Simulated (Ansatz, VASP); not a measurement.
# One calculation of GeBi3, two programs

POSCAR

```
GeBi3
1.0
    0.0000000000      3.8668210000      3.8668210000
    3.8668210000      0.0000000000      3.8668210000
    3.8668210000      3.8668210000      0.0000000000
Ge Bi
1 3
Direct
    0.0000000000      0.0000000000      0.0000000000
    0.2500000000      0.2500000000      0.2500000000
    0.7500000000      0.7500000000      0.7500000000
    0.5000000000      0.5000000000      0.5000000000
```

The input INCAR.step1:

```
SYSTEM = GeBi3
  PREC = Accurate
  ENCUT = 600
  ISMEAR = -1
  SIGMA = 0.1
  LREAL = .False.
  LASPH = .True.
  NELM = 100
  GGA = PE
  ALGO = Normal
  EDIFF = 1E-4
  LWAVE = .True.
  LCHARG = .False.
```

Contents of INCAR.step2:

```
SYSTEM = GeBi3
  PREC = Accurate
  ENCUT = 600
  EDIFF = 1E-6
  ISMEAR = -1
  SIGMA = 0.1
  LREAL = .False.
  LASPH = .True.
  NELM = 100
  ALGO = Normal
  ISIF = 3
  LWAVE = .False.
  LCHARG = .False.
  METAGGA = R2SCAN
  LMIXTAU = .True.
  IBRION = 2
  NSW = 50
  EDIFFG = -0.03
  ISTART = 1
```

KPOINTS

```
Automatic mesh
0
Gamma
  5 5 5
  0 0 0
```

Input for Ansatz:

```yaml
crystal:
  lattice:
    - [0.0, 3.866821, 3.866821]
    - [3.866821, 0.0, 3.866821]
    - [3.866821, 3.866821, 0.0]
  atoms:
    - { symbol: Ge, position: [0.0, 0.0, 0.0] }
    - { symbol: Bi, position: [0.25, 0.25, 0.25] }
    - { symbol: Bi, position: [0.75, 0.75, 0.75] }
    - { symbol: Bi, position: [0.5, 0.5, 0.5] }
basis:
  ecutwfc: 517.016338673772
kpoints:
  mp_grid:
    grid: [5, 5, 5]
    shift: [0.0, 0.0, 0.0]
hamiltonian:
  xc: r2scan
  pseudopotentials:
    kind: paw
scf:
  max_iter: 75
  convergence:
    dr2_threshold: 1.0e-08
  occupations:
    method: fermi_dirac
    width: 0.1
relax:
  f_tol: 0.03
  max_steps: 30
  cell:
    stress_tol: 0.1
```

The cell comes from a database or a generator and needn't be the stable form of this composition.

Alike in both runs: task relaxation of cell and atoms; functional r2SCAN; k mesh 5 × 5 × 5; occupations fermi-dirac, width 0.1 eV; no spin polarisation.

```csv
,VASP,Ansatz
version,VASP 6.6.1,Ansatz 0.2.0
potentials or method,"VASP PAW PBE potentials, release 64 (Ge_d, Bi_d)","plane waves, PAW"
plane-wave cutoff (eV),600,517
valence electrons in the cell,59,59
```

VASP gave:

| Property | Result |
| --- | --- |
| relaxed volume (Å³/atom) | 28.37 |
| relaxed cell length with the largest relative difference (Å) | 5.434 |
| energy change over the relaxation (meV/atom) | -2 |

**Question.** What did Ansatz give for the same quantities?

**Answer.** Relaxed volume (Å³/atom): 28.36; relaxed cell length with the largest relative difference (Å): 5.434; energy change over the relaxation (meV/atom): -2.

Ansatz warned: «stress_scf_threshold_loose».

Caveats: the PAW data sets were made with another functional, which shifts forces and pressure a little (VASP).
